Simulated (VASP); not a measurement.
Here is the system:

```
KI
1.0
    0.00000     3.48252     3.48252
    3.48252     0.00000     3.48252
    3.48252     3.48252     0.00000
K I
1 1
Direct
  0.00000   0.00000   0.00000
  0.50000   0.50000   0.50000
```

Level of theory: HSEsol screened hybrid, VASP's PBE PAW potentials (set 64) (plane waves; VASP). Numerical set-up: 520 eV cut-off, 6×6×6 Γ-centred mesh, Gaussian smearing of 0.050 eV, potentials K_sv I.

Unless said otherwise, spin-orbit coupling is left out, though it shifts the bands of the heavy elements here.

Task: What does the run give for the energy per atom (σ→0), band gap (on the k-mesh) with the smallest direct gap where there is one?

Result: 
* **band gap (on the k-mesh)**: 4.94 eV
* **smallest direct gap (on the k-mesh)**: 4.94 eV
* **energy per atom (σ→0)**: -3.302 eV/atom

Total energies compare only between runs with the same potentials, cut-off and functional.

The compound is KI in the rock salt structure. This cell is one point of a volume scan, at 0.91 of the reference volume. The cell's shape comes from a PBE relaxation.
